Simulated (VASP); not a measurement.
Here is the system:

```
CELL_PARAMETERS angstrom
     -1.63740     1.63740     4.38823
      1.63740    -1.63740     4.38823
      1.63740     1.63740    -4.38823
ATOMIC_POSITIONS crystal
  Ti 0.00000 0.00000 0.00000
  Pd 0.65686 0.65686 0.00000
  Pd 0.34314 0.34314 0.00000
```

Calculation: LDA (Ceperley-Alder, Perdew-Zunger), VASP's LDA PAW potentials (set 64) (plane waves; VASP). Run with 300 eV cut-off, 12×12×12 Γ-centred mesh, Gaussian smearing of 0.27 eV, potentials Ti_sv Pd.

At this cut-off the stress carries a Pulay error, which pulls relaxed volumes low.

Predict the energy per atom (σ→0), pressure, largest force, band gap (on the k-mesh) with the smallest direct gap where there is one.

```json
{
  "band gap (on the k-mesh)": "none (metal, semimetal or under 0.01 eV)",
  "energy per atom (σ→0)": "-7.780 eV/atom",
  "pressure": "-12.99 GPa",
  "largest_force": "0.105 eV/Å"
}
```

The structure comes from a computed database's TiPd2 entry (I4/mmm); how it stands against other phases isn't given here. The cell was not relaxed at this level.
